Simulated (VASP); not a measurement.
**MgTe: band gap against strain**

MgTe (wurtzite, P6_3mc, 34.470 Å³/atom and stress up to 0.03 GPa in the relaxed cell, c along z) under an equal strain ε along all three axes. PBE in VASP (plane waves, PAW), 480 eV, 12×12×4 Γ-centred mesh, Gaussian smearing 0.05 eV; ions are relaxed, or left where forces stay under 0.02 eV/Å, within the symmetry of each cell. Gaps are the smallest on the run's k-mesh, which can miss an edge that lies off it, without spin-orbit coupling; in all rows the valence edge lies at Γ and the conduction edge at Γ.

Here s stands for strain and Eg for gap.

| strain (%) | gap (eV) |
|---|---|
| -3.00 | ? |
| -1.50 | 2.568 |
| -1.00 | 2.498 |
| -0.50 | 2.429 |
| 0.00 | 2.361 |

**Question.** Fit Eg against s with a straight line, and predict the withheld value at s = -3.00.

**Answer.** Means: s -0.75000, Eg 2.4640. About the means, the sum of products is -0.17250 and the sum of squares of s is 1.2500; the slope is their ratio. Least squares gives Eg = 2.3605 - 0.13800·s. Residuals (row less fit): 0.0005, -0.0005, -0.0005, 0.0005; standard error 0.0007 (degrees of freedom: 2). Over these rows the gap moves by -13.80 ± 0.06 eV per unit strain, or -4.6 eV per unit of ln V. At the withheld row, Eg = 2.3605 - 0.13800 × (-3.0) = 2.7745 eV. The calculation gives 2.787 eV, 0.0125 eV above the prediction (2.9 % of the range of Eg in the table). The row lies outside the fitted rows, so this is an extrapolation. From the scatter of the fitted rows alone, a prediction at this place has a standard error of 0.0016 eV, so the miss is 7.8 times that.

A polynomial of degree 2 through the 6 other runs of the series gives 2.787 there, so most of the miss is curvature that the fit leaves out. Other structures, which can take over under pressure, weren't tried. Spin-orbit coupling is left out, which can shift this property for MgTe. Rows are the converged runs of the series near zero and its far end, less any whose ions stayed unrelaxed beside relaxed ones; series whose fitted rows scatter by over a few per cent of the range, as at a crossing or softening among them, aren't shown in this form. Most that stay on the fit to the last digits aren't either.
